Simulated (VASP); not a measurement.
These are LDA (Ceperley-Alder, Perdew-Zunger), VASP's LDA PAW potentials (set 64) (plane waves; VASP) values and carry that method's errors.

The input files of a VASP run:

### KPOINTS
```
Automatic mesh
0
Gamma
10 10 6
0 0 0
```

### INCAR
```
ALGO=Normal
EDIFF=1E-7
EDIFFG=-0.01
ENCUT=520
IBRION=2
ISIF=4
ISMEAR=0
LASPH=.True.
LCHARG=.False.
LREAL=.False.
LWAVE=.False.
NELM=100
NSW=30
PREC=Accurate
SIGMA=0.05
SYSTEM=AlN
```

### POSCAR
```
AlN
1
    1.5300694012    -2.6501579363     0.0000000000
    1.5300694012     2.6501579363     0.0000000000
    0.0000000000     0.0000000000     4.9005851963
Al N
2 2
Direct
  0.6666670000   0.3333330000   0.5000766737
  0.3333330000   0.6666670000   0.0000766737
  0.6666670000   0.3333330000   0.8819233263
  0.3333330000   0.6666670000   0.3819233263
```

POTCAR, in this order: Al N (LDA.64 set). Program: vasp_std.

Output

**OUTCAR**
```
 ion  position               nearest neighbor table
   1  0.667  0.333  0.500-   4 1.86   4 1.86   4 1.86   3 1.87   2 3.02   2 3.02   2 3.02   2 3.02
                             2 3.02   2 3.02
   2  0.333  0.667  0.000-   3 1.86   3 1.86   3 1.86   4 1.87   1 3.02   1 3.02   1 3.02   1 3.02
                             1 3.02   1 3.02
   3  0.667  0.333  0.882-   2 1.86   2 1.86   2 1.86   1 1.87
   4  0.333  0.667  0.382-   1 1.86   1 1.86   1 1.86   2 1.87
  LATTYP: Found a hexagonal cell.
 ALAT       =     3.0601387975
 C/A-ratio  =     1.6014257916
 Subroutine PRICEL returns:
 Original cell was already a primitive cell.
 Subroutine GETGRP returns: Found 12 space group operations
The static configuration has the point symmetry C_3v.
 The point group associated with its full space group is C_6v.
The dynamic configuration has the point symmetry C_3v.
 Subroutine INISYM returns: Found 12 space group operations
 Subroutine IBZKPT returns following result:
 Found     56 irreducible k-points:

 Following reciprocal coordinates:
            Coordinates               Weight
  0.000000  0.000000  0.000000      1.000000
  0.100000  0.000000  0.000000      6.000000
  0.200000  0.000000  0.000000      6.000000
...
```

File OSZICAR:
```
       N       E                     dE             d eps       ncg     rms          rms(c)
DAV:   1     0.493052621053E+02    0.49305E+02   -0.76518E+03  1344   0.119E+03
DAV:   2    -0.343877518480E+02   -0.83693E+02   -0.77747E+02  1956   0.219E+02
DAV:   3    -0.380642576256E+02   -0.36765E+01   -0.36608E+01  1772   0.483E+01
DAV:   4    -0.380886861644E+02   -0.24429E-01   -0.24424E-01  1508   0.478E+00
DAV:   5    -0.380889731344E+02   -0.28697E-03   -0.28696E-03  1744   0.508E-01    0.126E+01
DAV:   6    -0.329414506615E+02    0.51475E+01   -0.18174E+01  1576   0.324E+01    0.453E+00
DAV:   7    -0.328730766180E+02    0.68374E-01   -0.60722E-01  1544   0.580E+00    0.283E+00
DAV:   8    -0.328192640140E+02    0.53813E-01   -0.77963E-02  1508   0.281E+00    0.361E-01
DAV:   9    -0.328151531925E+02    0.41108E-02   -0.12078E-02  1672   0.806E-01    0.205E-01
DAV:  10    -0.328152816115E+02   -0.12842E-03   -0.62387E-04  1508   0.195E-01    0.102E-01
DAV:  11    -0.328152434946E+02    0.38117E-04   -0.91493E-05  1548   0.835E-02    0.188E-02
DAV:  12    -0.328152434107E+02    0.83916E-07   -0.10456E-06  1648   0.871E-03    0.617E-03
DAV:  13    -0.328152432278E+02    0.18294E-06   -0.10578E-06  1568   0.801E-03    0.484E-04
DAV:  14    -0.328152432427E+02   -0.14948E-07   -0.20240E-08   780   0.126E-03
   1 F= -.32815243E+02 E0= -.32815243E+02  d E =-.328152E+02
       N       E                     dE             d eps       ncg     rms          rms(c)
DAV:   1    -0.328155138065E+02   -0.27058E-03   -0.10222E-02  1352   0.970E-01    0.620E-02
DAV:   2    -0.328154247764E+02    0.89030E-04   -0.11862E-04  1712   0.103E-01    0.349E-02
DAV:   3    -0.328153800872E+02    0.44689E-04   -0.73658E-05  1640   0.757E-02    0.230E-03
DAV:   4    -0.328153804705E+02   -0.38328E-06   -0.48981E-06  1488   0.201E-02    0.189E-03
DAV:   5    -0.328153804218E+02    0.48755E-07   -0.12613E-07   952   0.371E-03
   2 F= -.32815380E+02 E0= -.32815380E+02  d E =-.137179E-03
       N       E                     dE             d eps       ncg     rms          rms(c)
DAV:   1    -0.328153988855E+02   -0.18415E-04   -0.85648E-04  1348   0.281E-01    0.179E-02
DAV:   2    -0.328153914207E+02    0.74648E-05   -0.99773E-06  1716   0.299E-02    0.101E-02
DAV:   3    -0.328153876470E+02    0.37737E-05   -0.62017E-06  1632   0.220E-02    0.681E-04
DAV:   4    -0.328153876779E+02   -0.30889E-07   -0.41561E-07  1432   0.585E-03
   3 F= -.32815388E+02 E0= -.32815388E+02  d E =-.144435E-03
       N       E                     dE             d eps       ncg     rms          rms(c)
DAV:   1    -0.328154198870E+02   -0.32240E-04   -0.21638E-02  1352   0.136E+00    0.238E-02
DAV:   2    -0.328154352798E+02   -0.15393E-04   -0.28458E-04  1588   0.142E-01    0.148E-02
DAV:   3    -0.328154275801E+02    0.76997E-05   -0.73415E-06  1664   0.292E-02    0.657E-03
DAV:   4    -0.328154264352E+02    0.11449E-05   -0.59990E-06  1636   0.214E-02    0.216E-03
DAV:   5    -0.328154264091E+02    0.26057E-07   -0.50393E-07  1264   0.695E-03
   4 F= -.32815426E+02 E0= -.32815426E+02  d E =-.387312E-04
       N       E                     dE             d eps       ncg     rms          rms(c)
DAV:   1    -0.328154360754E+02   -0.96402E-05   -0.21578E-03  1344   0.430E-01    0.739E-03
DAV:   2    -0.328154375646E+02   -0.14891E-05   -0.28052E-05  1596   0.448E-02    0.475E-03
DAV:   3    -0.328154368002E+02    0.76434E-06   -0.73136E-07  1572   0.924E-03    0.210E-03
DAV:   4    -0.328154366956E+02    0.10464E-06   -0.60735E-07  1396   0.675E-03    0.693E-04
DAV:   5    -0.328154366935E+02    0.20796E-08   -0.47692E-08   688   0.220E-03
   5 F= -.32815437E+02 E0= -.32815437E+02  d E =-.490156E-04
```

**OUTCAR**
```
------------------------ aborting loop because EDIFF is reached ----------------------------------------
  FORCE on cell =-STRESS in cart. coord.  units (eV):
  Direction    XX          YY          ZZ          XY          YZ          ZX
  --------------------------------------------------------------------------------------
  Total        1.6801499      1.6801499      1.6800792      0.0000000      0.0000000      0.0000000
  in kB       67.7326082     67.7326079     67.7297568      0.0000000      0.0000000      0.0000000
  external PRESSURE =      67.7316576 kB  Pullay stress =       0.0000000 kB
  volume of cell :       39.74
      direct lattice vectors                 reciprocal lattice vectors
     1.531510683 -2.652654309 -0.000000000     0.326475033 -0.188490448 -0.000000000
     1.531510683  2.652654309  0.000000000     0.326475033  0.188490448  0.000000000
     0.000000000 -0.000000000  4.891365804     0.000000000 -0.000000000  0.204441876
  FREE ENERGIE OF THE ION-ELECTRON SYSTEM (eV)
  ---------------------------------------------------
  free  energy   TOTEN  =       -32.8154366935 eV

  energy  without entropy=      -32.8154366935  energy(sigma->0) =      -32.81543669

 reached required accuracy - stopping structural energy minimisation
```
(Selected blocks of OUTCAR.)

CONTCAR:
```
AlN
   1.00000000000000
     1.5315106828528624   -2.6526543087698014   -0.0000000000000000
     1.5315106828528624    2.6526543087698014    0.0000000000000000
     0.0000000000000000   -0.0000000000000000    4.8913658035809622
  Al              N
     2     2
Direct
     0.6666669999999968    0.3333330000000032    0.4996914888820119
     0.3333330000000032    0.6666669999999968    0.9996914888820119
     0.6666669999999968    0.3333330000000032    0.8823085111179860
     0.3333330000000032    0.6666669999999968    0.3823085111179860
```

The compound is AlN in the wurtzite structure. This cell is one point of a volume scan, at 0.97 of the reference volume. Symmetry was kept, so distortions that lower it aren't found.
